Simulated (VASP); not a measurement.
Input:

```xyz
3
Lattice="0.0000 2.3100 2.3100 2.3100 0.0000 2.3100 2.3100 2.3100 0.0000" Properties=species:S:1:pos:R:3 pbc="T T T"
Li     1.1550     1.1550     1.1550
Li     3.4650     3.4650     3.4650
O      0.0000     0.0000     0.0000
```

These are PW91 GGA, VASP's PBE PAW potentials (set 64) (plane waves; VASP) values and carry that method's errors. Settings: 520 eV cut-off, Gaussian smearing of 0.050 eV, potentials Li_sv O.

Problem. What does the run give for the band gap (along the path) with the smallest direct gap where there is one?

Solution. 
| Quantity | Value |
|---|---|
| band gap (along the path) | 5.01 eV |
| smallest direct gap (along the path) | 5.30 eV |

The compound is Li2O in the antifluorite structure. The cell was not relaxed at this level.
